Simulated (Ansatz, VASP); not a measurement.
**Two plane-wave programs on NiC**

```
CELL_PARAMETERS angstrom
0.00000 2.03405 2.03405
2.03405 0.00000 2.03405
2.03405 2.03405 0.00000
ATOMIC_POSITIONS crystal
Ni 0.50000 0.50000 0.50000
C 0.00000 0.00000 0.00000
```

Change from the starting cell: species swapped into the DyBi type (Fm-3m, No. 225).

Alike in both runs: functional PBE; k mesh 24 × 24 × 24; occupations gaussian, width 0.1 eV; no spin polarisation.

Ansatz relaxed the structure, and its values are those at the end. VASP's run is a single point on that final structure, the one shown.

```csv
,VASP,Ansatz
version,VASP 6.6.1,Ansatz 0.2.0
potentials or method,"VASP PAW PBE potentials, release 64 (Ni, C)","scalar-relativistic, plane waves, PAW"
plane-wave cutoff (eV),520,420
valence electrons in the cell,14,22
```

```csv
,VASP,Ansatz,Ansatz less VASP
gap on the k mesh at the Fermi level (eV),none,none,-
pressure (GPa),0.3,0.0,-0.33
```

A gap of «none» marks a metal or a gap that the smearing closes. The two sets of potentials don't hold the same shells in valence.

Spin polarisation is off, so any magnetic state and its effect on volume and gap are missing.
